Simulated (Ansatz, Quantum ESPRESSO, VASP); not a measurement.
## Equation of state of HfRu3 under PBE

```cif
data_structure
_symmetry_space_group_name_H-M 'Pm-3m'
_symmetry_Int_Tables_number 221
_cell_length_a 3.9558
_cell_length_b 3.9558
_cell_length_c 3.9558
_cell_angle_alpha 90.000
_cell_angle_beta 90.000
_cell_angle_gamma 90.000
_cell_volume 61.90
loop_
_atom_site_label
_atom_site_type_symbol
_atom_site_symmetry_multiplicity
_atom_site_Wyckoff_symbol
_atom_site_fract_x
_atom_site_fract_y
_atom_site_fract_z
_atom_site_occupancy
Hf1 Hf 1 a 0.00000 0.00000 0.00000 1
Ru1 Ru 3 c 0.00000 0.50000 0.50000 1
```

The cell comes from a database or a generator and needn't be the stable form of this composition.

The cell was scaled at fixed shape and fractions and run with Ansatz, Ansatz PAW, cutoff 420 eV; PBE, k mesh 7 × 7 × 7 on the cell of 4 atoms, fermi-dirac occupations of 0.05 eV, no spin polarisation, no spin-orbit coupling. Energies are those that the program minimises, any entropy of the smearing included. For a metal such a mesh isn't converged to the digits shown.

```csv
V (Å³/atom),energy over the lowest row (meV/atom)
14.5466,38.36
14.8561,14.95
15.1656,2.55
15.4751,0.00
15.7846,6.29
16.0941,?
16.4036,41.68
```

Fit the third-order Birch-Murnaghan form, give V0, B0 and B′, and predict the energy left open.

With y = (V0/V)^(2/3), E = E0 + (9 V0 B0/16) [(y - 1)³ B′ + (y - 1)² (6 - 4y)]. Least squares through the rows shown give V0 = 15.4047 Å³/atom, E0 = -0.22 meV, B0 = 232.8 GPa (1 eV/Å³ = 160.218 GPa) and B′ = 4.53, with a largest miss of 0.02 meV. At V = 16.0941 the form with these constants gives 20.46 meV; the run gave 20.46 meV an atom. Other set-ups at this level, from all their volumes (Å³/atom, GPa): Quantum ESPRESSO, SSSP 1.3 efficiency PBE: V0 15.392, B0 233.3; VASP, PBE PAW files Hf_pv, Ru_pv, 520 eV: V0 15.356, B0 234.1.
